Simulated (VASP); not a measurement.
Here is the system:

```yaml
crystal:
  lattice:
    - [0.00000, 2.35663, 2.35663]
    - [2.35663, 0.00000, 2.35663]
    - [2.35663, 2.35663, 0.00000]
  atoms:
    - { symbol: B, position: [0.00000, 0.00000, 0.00000] }
    - { symbol: P, position: [0.25000, 0.25000, 0.25000] }
```

All values below come from r2SCAN meta-GGA, VASP's PBE PAW potentials (set 64) (plane waves; VASP). Settings: 600 eV cut-off, 10×10×10 Γ-centred mesh, Gaussian smearing of 0.050 eV, potentials B P.

Question: Give the stress tensor in GPa (positive for a compressed cell).

Answer: 
```
-16.01    0.00    0.00
  0.00  -16.01    0.00
  0.00    0.00  -16.01
```
The pressure is its mean diagonal, -16.01 GPa.

The compound is BP in the zinc blende structure. This cell was strained or had an atom moved on purpose.
